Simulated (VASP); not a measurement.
V3Ge, 8 atoms in the cell. It takes space group Pm-3n (No. 223, cubic). Conventional cell: a = 4.738 Å, b = 4.738 Å, c = 4.738 Å, α = 90.00°, β = 90.00°, γ = 90.00°. Around Ge (site symmetry m-3) lie 12 V at 2.65 Å. V (site symmetry -4m2) is surrounded by 2 V at 2.37 Å and 4 Ge at 2.65 Å. 

- Program: VASP 6.6.1
- Task: single point
- Functional: r2SCAN
- Potentials or basis: VASP PAW PBE potentials, release 64 (Ge_d, V_sv)
- Cutoff: 520 eV
- k mesh: 7 × 7 × 7
- Occupations: fermi-dirac, width 0.0526 eV
- Spin: no spin polarisation
- Dipole correction: no
- Further INCAR settings: ALGO = Normal; EDIFF = 1e-06; NBANDS = 63

Potentials or basis: VASP PAW PBE potentials, release 64 (Ge_d, V_sv).

Launch:

```sh
$ cat potpaw_PBE.64/Ge_d/POTCAR potpaw_PBE.64/V_sv/POTCAR > POTCAR
$ cp INCAR.step1 INCAR
$ mpirun -np 1 vasp_std > vasp.out
$ cp INCAR.step2 INCAR
$ mpirun -np 1 vasp_std > vasp.out
```

Hardware: 1 thread of Intel(R) Xeon(R) Platinum 8259CL CPU @ 2.50GHz (Skylake/Cascade Lake), on a shared host.

Problem. How long does it take, and how much memory?

Solution. Run time: 5.8 min on 1 thread of Intel(R) Xeon(R) Platinum 8259CL CPU @ 2.50GHz (Skylake/Cascade Lake) (shared host), peak memory 0.27 GiB. Counts: scf iterations 11, k points 20.
